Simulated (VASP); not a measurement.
Data:

```yaml
crystal:
  lattice:
    - [0.00000, 2.10260, 2.10260]
    - [2.10260, 0.00000, 2.10260]
    - [2.10260, 2.10260, 0.00000]
  atoms:
    - { symbol: Ti, position: [0.00000, 0.00000, 0.00000] }
    - { symbol: N, position: [0.50000, 0.50000, 0.50000] }
```

Computed with PBE GGA, VASP's PBE PAW potentials (set 64) (plane waves; VASP 6.6.1). Run with 400 eV cut-off, 9×9×9 Γ-centred mesh, Fermi-Dirac smearing of 0.10 eV, potentials Ti_sv N.

At this cut-off the stress carries a Pulay error, which pulls relaxed volumes low.

Task: Give the stress tensor in GPa (positive for a compressed cell).

Result: 
```
4.63  0.00  0.00
0.00  4.63  0.00
0.00  0.00  4.63
```
The pressure is its mean diagonal, 4.63 GPa.

The structure comes from a computed database's TiN entry; how it stands against other phases isn't given here. The cell was not relaxed at this level. The electron count is odd and the run is not spin-polarised, which forces a metal.
